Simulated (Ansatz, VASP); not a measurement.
## Cross-check of C (Diamond) between VASP and Ansatz

Aim: how closely do two programs agree when they are given the same cell, functional and k mesh? The cell is taken from a series of runs on this material, whose earlier steps may have relaxed, scaled, displaced or heated it; both programs get it as it stands.

Program: Ansatz 0.2.0. Level of theory: plane waves, with VASP 6.6.1 beside it; zone-centre phonons at LDA. Results are calculated unless marked as measured.

## Step 1: The starting structure

It takes space group Fd-3m (No. 227, cubic). Conventional cell: a = 3.531 Å, b = 3.531 Å, c = 3.531 Å, α = 90.00°, β = 90.00°, γ = 90.00°. Nearest to C lie 4 C at 1.53 Å.

As a file:

```xyz
2
Lattice="0.0000 1.7657 1.7657 1.7657 0.0000 1.7657 1.7657 1.7657 0.0000" Properties=species:S:1:pos:R:3 pbc="T T T"
C     1.7657    1.7657    1.7657
C     2.6486    2.6486    2.6486
```

## Step 2: VASP: zone-centre phonons, LDA

Second derivatives magnify differences that forces hide, and they need a tight electronic threshold.

Lines of VASP's logs that name or quote its potential files are left out, and so is its time.

Contents of INCAR:

```
SYSTEM = C
PREC = Accurate
ENCUT = 600
EDIFF = 1E-08
NELM = 120
ISMEAR = -1
SIGMA = 0.03
LREAL = .FALSE.
ALGO = Normal
GGA = CA
NELECT = 7.998899
NBANDS = 9
LORBIT = 11
LWAVE = .FALSE.
LCHARG = .FALSE.
ISIF = 2
IBRION = 8
LASPH = .TRUE.
GGA_COMPAT = .FALSE.
KPAR = 2
```

Contents of POSCAR:

```
C
1.0
    0.0000000000      1.7657332855      1.7657332855
    1.7657332855      0.0000000000      1.7657332855
    1.7657332855      1.7657332855      0.0000000000
C
2
Direct
    0.5000000000      0.5000000000      0.5000000000
    0.7500000000      0.7500000000      0.7500000000
```

Contents of KPOINTS:

```
Automatic mesh
0
Gamma
42 42 42
0 0 0
```

The projector-augmented-wave data sets are C (LDA family, release 64).

Launch:

```
$ mpirun -np 2 vasp_std
```

Numbers of over 12 decimals in the logs are rounded to 6 here.

The program printed:

```text
[banner, memory and clock lines left out]
running    2 mpi-ranks, on    1 nodes
 distrk:  each k-point on    1 cores,    2 groups
 distr:  one band on    1 cores,    1 groups

 POSCAR found type information on POSCAR C
 POSCAR found :  1 types and       2 ions
 LDA part: xc-table for (Slater(with rela. corr.)+CA(PZ))
 , standard interpolation
 POSCAR, INCAR and KPOINTS ok, starting setup
 FFT: planning ... GRIDC
 FFT: planning ... GRID_SOFT
 FFT: planning ... GRID
 WAVECAR not read
 entering main loop
       N       E                     dE             d eps       ncg     rms          rms(c)
DAV:   1    -0.131187426117E+00   -0.13119E+00   -0.46233E+03 35812   0.826E+02
DAV:   2    -0.208352428600E+02   -0.20704E+02   -0.19918E+02 50542   0.133E+02
DAV:   3    -0.211282294678E+02   -0.29299E+00   -0.29226E+00 39599   0.146E+01
DAV:   4    -0.211288726557E+02   -0.64319E-03   -0.64315E-03 44710   0.742E-01
DAV:   5    -0.211288732432E+02   -0.58750E-06   -0.58727E-06 39107   0.189E-02BRMIX: very serious problems
 the old and the new charge density differ
 old charge density:     8.00000 new    7.99890
BRMIX: very serious problems
 the old and the new charge density differ
 old charge density:     8.00000 new    7.99890
    0.588E+00
DAV:   6    -0.204869866883E+02    0.64189E+00   -0.41797E-01 35684   0.499E+00    0.341E+00
DAV:   7    -0.202635776256E+02    0.22341E+00   -0.48333E-01 37632   0.538E+00    0.759E-01
DAV:   8    -0.202632397229E+02    0.33790E-03   -0.75923E-03 37343   0.846E-01    0.299E-02
DAV:   9    -0.202632295492E+02    0.10174E-04   -0.33451E-05 38738   0.528E-02    0.229E-02
DAV:  10    -0.202632309378E+02   -0.13886E-05   -0.13603E-06 38783   0.113E-02    0.374E-03
DAV:  11    -0.202632308776E+02    0.60207E-07   -0.56354E-08 42854   0.206E-03    0.421E-04
DAV:  12    -0.202632308630E+02    0.14658E-07   -0.64470E-10 22927   0.286E-04    0.920E-05
DAV:  13    -0.202632308612E+02    0.17279E-08   -0.33027E-11 20317   0.625E-05
   1 F= -.20263231E+02 E0= -.20263198E+02  d E =-.662819E-04
 Linear response reoptimize wavefunctions to high precision
DAV:   1    -0.202632308608E+02    0.45497E-09   -0.11499E-12 21517   0.131E-05
DAV:   2    -0.202632308608E+02    0.79581E-12   -0.59536E-14 19836   0.301E-06
 Linear response DOF=           1
 Linear response progress:
  Degree of freedom:   1/  1
       N       E                     dE             d eps       ncg     rms          rms(c)
RMM:   1    -0.119704421971E+00   -0.11970E+00   -0.17233E-02433878   0.230E+00
RMM:   2    -0.110790016111E+00    0.89144E-02   -0.24161E-03282569   0.448E-01    0.197E-01
RMM:   3    -0.110963880312E+00   -0.17386E-03   -0.27455E-04277869   0.135E-01    0.107E-01
RMM:   4    -0.111823564548E+00   -0.85968E-03   -0.29825E-04277007   0.139E-01    0.136E-02
RMM:   5    -0.111778229795E+00    0.45335E-04   -0.50164E-06300047   0.164E-02    0.105E-03
RMM:   6    -0.111778819203E+00   -0.58941E-06   -0.15948E-07296003   0.123E-03    0.460E-04
RMM:   7    -0.111776218217E+00    0.26010E-05   -0.17060E-08306019   0.519E-04    0.697E-05
RMM:   8    -0.111776475261E+00   -0.25704E-06    0.38500E-09309914   0.215E-04    0.153E-05
RMM:   9    -0.111776241559E+00    0.23370E-06    0.53319E-09314298   0.182E-04    0.150E-06
RMM:  10    -0.111776244346E+00   -0.27872E-08   -0.18080E-08310234   0.164E-04    0.306E-07
 first order change of Fermi-energy   0.13399E-04
 force on displaced ion       1 direction 1 : -36.378   0.000   0.000
 Linear response finished
```

OUTCAR, selected parts (step 2):

```text
NELECT = 7.998899

 ion  position               nearest neighbor table
   1  0.500  0.500  0.500-   2 1.53   2 1.53   2 1.53   2 1.53
   2  0.750  0.750  0.750-   1 1.53   1 1.53   1 1.53   1 1.53

  LATTYP: Found a face centered cubic cell.
 ALAT       =     3.5314665710

 Subroutine GETGRP returns: Found 48 space group operations
 (whereof 24 operations were pure point group operations)

The static configuration has the point symmetry T_d .
 The point group associated with its full space group is O_h .

 Found   1903 irreducible k-points:

   k-points           NKPTS =   1903   k-points in BZ     NKDIM =   1903   number of bands    NBANDS=      9

   dimension x,y,z NGX =    20 NGY =   20 NGZ =   20
   dimension x,y,z NGXF=    40 NGYF=   40 NGZF=   40

   ENCUT  =  600.0 eV  44.10 Ry    6.64 a.u.   4.99  4.99  4.99*2*pi/ulx,y,z

 k-points in reciprocal lattice and weights: Automatic mesh
   0.00000000  0.00000000  0.00000000       0.000
   0.02380952  0.00000000  0.00000000       0.000
   0.04761905  0.00000000  0.00000000       0.000
   0.07142857  0.00000000  0.00000000       0.000
   0.09523810  0.00000000  0.00000000       0.000
   0.11904762  0.00000000  0.00000000       0.000
   0.14285714  0.00000000  0.00000000       0.000
   0.16666667  0.00000000  0.00000000       0.000
   0.19047619  0.00000000  0.00000000       0.000
[...]
-0.26190476  0.47619048  0.23809524       0.000
  -0.26190476  0.50000000  0.23809524       0.000

 average (electrostatic) potential at core
       1 -49.0730       2 -49.0730

  Total        0.0483796      0.0483796      0.0483796     -0.0000000      0.0000000      0.0000000
  in kB        7.0399186      7.0399186      7.0399186     -0.0000000      0.0000000      0.0000000
  external PRESSURE =       7.0399186 kB  Pullay stress =       0.0000000 kB

  energy-cutoff  :      600.00
  volume of cell :       11.01
      direct lattice vectors                 reciprocal lattice vectors
     0.000000000  1.765733286  1.765733286    -0.283168474  0.283168474  0.283168474
     1.765733286  0.000000000  1.765733286     0.283168474 -0.283168474  0.283168474
     1.765733286  1.765733286  0.000000000     0.283168474  0.283168474 -0.283168474

 POSITION                                       TOTAL-FORCE (eV/Angst)
 -----------------------------------------------------------------------------------
      1.76573      1.76573      1.76573        -0.000000     -0.000000     -0.000000
      2.64860      2.64860      2.64860         0.000000      0.000000      0.000000
 -----------------------------------------------------------------------------------
    total drift:                                0.000000     -0.000000      0.000000

 Eigenvectors and eigenvalues of the dynamical matrix
 ----------------------------------------------------

   1 f  =   38.476709 THz   241.756294 2PiTHz 1283.444869 cm-1   159.126812 meV
             X         Y         Z           dx          dy          dz
      1.765733  1.765733  1.765733     0.000000   -0.707107    0.000000
      2.648600  2.648600  2.648600     0.000000    0.707107    0.000000

   2 f  =   38.476709 THz   241.756294 2PiTHz 1283.444869 cm-1   159.126812 meV
             X         Y         Z           dx          dy          dz
      1.765733  1.765733  1.765733    -0.707107    0.000000    0.000000
      2.648600  2.648600  2.648600     0.707107    0.000000    0.000000

   3 f  =   38.476709 THz   241.756294 2PiTHz 1283.444869 cm-1   159.126812 meV
             X         Y         Z           dx          dy          dz
      1.765733  1.765733  1.765733     0.000000    0.000000   -0.707107
      2.648600  2.648600  2.648600     0.000000    0.000000    0.707107

   4 f  =    0.000000 THz     0.000000 2PiTHz    0.000000 cm-1     0.000000 meV
             X         Y         Z           dx          dy          dz
      1.765733  1.765733  1.765733     0.707107    0.000000    0.000000
      2.648600  2.648600  2.648600     0.707107    0.000000    0.000000

   5 f  =    0.000000 THz     0.000000 2PiTHz    0.000000 cm-1     0.000000 meV
             X         Y         Z           dx          dy          dz
      1.765733  1.765733  1.765733     0.000000    0.707107    0.000000
      2.648600  2.648600  2.648600     0.000000    0.707107    0.000000

   6 f  =    0.000000 THz     0.000000 2PiTHz    0.000000 cm-1     0.000000 meV
             X         Y         Z           dx          dy          dz
      1.765733  1.765733  1.765733     0.000000    0.000000    0.707107
      2.648600  2.648600  2.648600     0.000000    0.000000    0.707107

 ELASTIC MODULI CONTR FROM IONIC RELAXATION (kBar)
 Direction    XX          YY          ZZ          XY          YZ          ZX
 --------------------------------------------------------------------------------
 XX          -0.0000     -0.0000     -0.0000      0.0000      0.0000      0.0000
 YY          -0.0000     -0.0000     -0.0000      0.0000      0.0000      0.0000
 ZZ          -0.0000     -0.0000     -0.0000      0.0000      0.0000      0.0000
 XY           0.0000      0.0000      0.0000    -73.8820     -0.0000      0.0000
 YZ           0.0000      0.0000      0.0000     -0.0000    -73.8820     -0.0000
 ZX           0.0000      0.0000      0.0000      0.0000     -0.0000    -73.8820
 --------------------------------------------------------------------------------
```

The cell is charged against a uniform background.

## Step 3: Ansatz: zone-centre phonons, LDA

Ansatz runs on its PAW soft_1 files.

The same cell, functional (in two slightly different forms), mesh and smearing now go to Ansatz, which takes its cutoff from its data sets.

Contents of input.yaml:

```yaml
crystal:
  lattice:
    - [0.0, 1.7657332855, 1.7657332855]
    - [1.7657332855, 0.0, 1.7657332855]
    - [1.7657332855, 1.7657332855, 0.0]
  atoms:
    - { symbol: C, position: [0.5, 0.5, 0.5] }
    - { symbol: C, position: [0.75, 0.75, 0.75] }
total_charge: 0.001101
kpoints:
  mp_grid: { grid: [42, 42, 42] }
hamiltonian:
  xc: lda
  pseudopotentials: { kind: paw, azcp: { folder: soft_1 }, xc_functional: pbe }
scf:
  occupations: { method: fermi_dirac, width: 0.03 }
output:
  eigenvalues: true
phonons:
  method: dfpt
```

Launch:

```
$ ansatz run input.yaml --threads 4 --pin off --max-ram 16384MiB --backend cpu --events-out ev --progress --plain --runs-dir out
```

The program printed:

```text
zone centre: on kpoints.mp_grid the ground state, and the responses unless they are solved on pairs of k-points, stand on 5214 of the mesh's 74088 k-points, reduced under 8 symmetry operations, with k and −k counted as one. Each operation leaves every solved displacement unchanged or reverses it
Engine: ansatz 0.2.0, x86_64-unknown-linux-gnu
Pseudopotentials: kind: paw
Pseudopotential: C, paw, valence charge 4, recommended cutoff 420 eV (normal), soft_1/C.paw.azcp
Functional definition: SPW92
  exchange = slater_x
  correlation = pw_c
Crystal: 2 atoms, lattice volume = 11.010 Å³
Basis set: ecut = 420 eV, 181 PW (Γ), exchange–correlation on 40×40×40 points (8 copies of the dense FFT grid, shifted against one another)
Bands: 8, of which v1, the nominal top of the filled ones, is band 4 counted from 1 (3 counted from 0)
Symmetry: 48 space group operations
k-points: 5214 of 74088 (irreducible under 8 space group operations, time reversal used)
Non-local potential: C, projectors of the file, l = 0: 2, l = 1: 2, l = 2: 1
PAW form: soft (Blöchl's): semilocal exchange-correlation on the pseudo side does not see the compensation charge
PAW frozen core: C, regenerated for the run's functional, and the local potential with it (the file was generated under x = pbe(κ = 0.804, μ = 0.219515), c = pbe(β = 0.066725))
PAW one-centre angular grid: C, 110 points (default); XC on 64 Gauss nodes
Initial density: superposition of atomic densities (chi_scale 0.1, normalization cell)
Initial wavefunctions: pseudopotential atomic-orbital guess
Functional: x = slater, c = lda
SCF iter   1: F=—  HF=-486.734832 eV  |F-HF|=—  |Δ(HF+E_count)|=         —  Δρ=1.47e-1  dr2=1.68e0  ethr=3.10e-3  ⟨swp⟩=4.8  Hψ=269392  notcnv=0
preconditioner: auto → none  [metal: Δε(μ)=0.023 eV  Ē_g=19.988 eV  σ=0.030 eV  W_gap=0.19  n_scr=0 (ndim 8)  ℏωp=31.6 eV  f_vac=0.000  D(μ)=0.02/eV (n_scr^D=0)]
SCF iter   2: F=—  HF=-486.111537 eV  |F-HF|=—  |Δ(HF+E_count)|=   6.23e-1  Δρ=6.08e-2  dr2=2.74e-1  ethr=3.10e-3  ⟨swp⟩=2.8  Hψ=121641  notcnv=0
SCF iter   3: F=—  HF=-486.005330 eV  |F-HF|=—  |Δ(HF+E_count)|=   1.06e-1  Δρ=3.81e-3  dr2=5.14e-4  ethr=3.10e-3  ⟨swp⟩=2.3  Hψ=82471  notcnv=0
SCF iter   4: F=—  HF=-486.005490 eV  |F-HF|=—  |Δ(HF+E_count)|=   1.60e-4  Δρ=1.48e-4  dr2=8.86e-7  ethr=6.43e-6  ⟨swp⟩=2.8  Hψ=76374  notcnv=0
SCF iter   5: F=—  HF=-486.005491 eV  |F-HF|=—  |Δ(HF+E_count)|=   8.63e-7  Δρ=1.98e-5  dr2=1.00e-8  ethr=1.11e-8  ⟨swp⟩=1.9  Hψ=55973  notcnv=0
SCF iter   6: F=-486.005491 eV  HF=-486.005491 eV  |F-HF|=1.25e-12  |Δ(HF+E_count)|=   5.40e-9  Δρ=2.90e-7  dr2=2.35e-12  ethr=1.00e-12  ⟨swp⟩=5.1  Hψ=193059  notcnv=0
SCF 1 converged in 6 iterations: F = -486.005491 eV  dr2 = 2.35e-12
  greatest PAW one-centre occupation: 0.643 electrons in one spin orbital (limit 2), on the C atom at site 1 (counted from 0), in its partial waves of l = 0
DFPT response loops at Γ: preconditioner auto → Kerker (q_TF=auto, 2.587 Å⁻¹) (partly filled bands, converged f_vac=0.000); β = 1.00, the filter's whole step (`scf.mixing.beta` (0.50) is not read by the response loops under this deck's `scf.mixing.preconditioner`; to damp them name `kerker` or `kerker_dos`, under which they read `scf.mixing.beta`, and type it under 1.00, their step now; both keys bind the ground state too); Broyden in place of MSR1
SCF converged after 6 iterations
Free energy (F): -486.005491 eV
Harris-Foulkes:  -486.005491 eV  (|F-HF|=1.25e-12)
Internal energy: -486.005425 eV  (E = F + TS)
E sigma→0 (E₀):  -486.005458 eV
Entropy (-TS):   -0.000066 eV (-0.033 meV/atom)
Fermi energy:    13.595458 eV
--- Per-component energies (eV) ---
  E_band       = 36.317282
  E_kinetic    = 181.598123
  E_local      = -109.811356  (includes V_loc(G=0)·N_el)
  E_nonlocal   = 48.019902
  E_hartree    = 25.823880
  E_xc         = -95.187463
  E_vxc        = -117.898781  (∫ρ·V_xc dr)
  E_paw        = -185.137301  (= ΣΔE_a)
  E_vpaw       = -17.238402  (= ΣTr[D̂ρ^β])
  E_aug_tail   = 0.000038  (compensation charges beyond the density's cutoff)
  E_ewald      = -351.436914
  E_core_change = 0.125665  (= ΣΔE_core)
  E_smearing   = -0.000066  (= −TS)
  E_closure    = -0.000000  (closes the sum)
  E_deformation_potential = 0.024469  (in the stress; not in F)
  Σ components = -486.005491   (vs F -486.005491, Δ=0.00e0)
--- Band table (eV; the first three rows and the last of 5214) ---
  k-point 0: bands = ["-8.1013", "13.6379", "13.6379", "13.6379", "19.2615", "19.2615", "19.2615", "27.7957"]
  k-point 1: bands = ["-8.0854", "13.5196", "13.6075", "13.6075", "19.2998", "19.2998", "19.3368", "27.8042"]
  k-point 2: bands = ["-8.0374", "13.1887", "13.5207", "13.5207", "19.4115", "19.4115", "19.5462", "27.8312"]
  k-point 5213: bands = ["1.6782", "1.6782", "5.0254", "5.0254", "24.1193", "24.1193", "26.4235", "26.4235"]
--- Phonons (Γ-DFPT): 1 representative perturbation + reference, on 5214 of 74088 k-points (Σ response iterations 3) ---
  k mesh reduced under 8 symmetry operations, with k and −k counted as one. Each operation leaves every solved displacement unchanged or reverses it
  ASR residual: 2.034e-5 → 0.000e0 eV/Å²; symmetrization residual: 1.213e-13 eV/Å²
  ASR residual per site (eV/Å²): 2.03e-5 2.03e-5
  Γ frequencies (cm⁻¹): 0.00 0.00 0.00 1273.34 1273.34 1273.34
  non-analytic LO–TO correction: not included (Born effective charges unavailable; polar crystals: no LO–TO splitting at Γ)
```

The column dr2 measures how far the density is from self-consistency, as an energy; F and HF (Harris–Foulkes) agree once it is small.

## Step 4: Comparison

Known differences besides the potentials themselves: the two LDA forms differ slightly; the cutoff is 420 eV in Ansatz and 600 eV in VASP; VASP's log shows a relativistic correction to its local exchange, Ansatz's none. Total energies have different zeros and are not compared.

Both answers:

```
                  quantity  Ansatz    VASP  difference
optical mode 1 to 3 (cm⁻¹)  1273.3  1283.4     -0.79 %
```

Modes are paired by rising frequency, not by their patterns, so a pair may set unlike modes beside each other; they are those without the splitting of longitudinal modes. The cell carries a charge of +0.001101 e against a uniform background, so its pressure also hangs on how the neutralising background is counted, and in a defect's cell a gap may be the spacing between its levels.

## Step 5: Outcome

| Item | Value |
| --- | --- |
| r.m.s. difference of the optical zone-centre modes, each program's sorted by frequency (zone-centre phonons, LDA) | 10 cm⁻¹ |
| difference in optical mode 1 to 3 (zone-centre phonons, LDA) | -0.8 % |

**Reading.** The r.m.s. difference of the optical zone-centre modes, each program's sorted by frequency is 10 cm⁻¹ (zone-centre phonons, LDA). Among the rows given in per cent, the largest difference of the zone-centre phonons, LDA pair is in optical mode 1 to 3, -0.8 %. Such differences can come from data sets, numerical settings and the points named under the comparisons, not from the functional's error against experiment.

[Lines on the potential files, build, host, timing and source positions are cut from VASP's logs without a mark.]

[Logs are printed without paths, hosts, clocks, repeated set-up lines and the standing remarks that a program may print on its own settings, such as how far it seeks lower states.]

[Hosts, paths, dates, database ids (printed as entryN), source tags and the programs' standing remarks are cut or masked in the printed files.]
